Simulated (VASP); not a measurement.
Given:

```yaml
crystal:
  lattice:
    - [-1.65000, 1.65000, 1.65000]
    - [1.65000, -1.65000, 1.65000]
    - [1.65000, 1.65000, -1.65000]
  atoms:
    - { symbol: Ta, position: [0.00000, 0.00000, 0.00000] }
```

Calculation: PBE GGA, VASP's PBE PAW potentials (set 64) (plane waves; VASP). Numerical set-up: 400 eV cut-off, 14×14×14 Γ-centred mesh, Fermi-Dirac smearing of 0.020 eV, potentials Ta_pv.

Unless said otherwise, spin-orbit coupling is left out, though it shifts the bands of the heavy elements here.

Question: Estimate the energy per atom (σ→0), pressure, band gap (on the k-mesh) with the smallest direct gap where there is one.

Answer: 
```yaml
band gap (on the k-mesh): none (metal, semimetal or under 0.01 eV)
energy per atom (σ→0): -11.815 eV/atom
pressure: 3.65 GPa
```

The absolute energy has meaning only against runs of the same code, potentials and settings.

The compound is Ta in the bcc structure. The cell was not relaxed at this level. The run is one of a series of settings (ISMEAR = -1, SIGMA = 0.02 against the base run), some of them coarse on purpose.
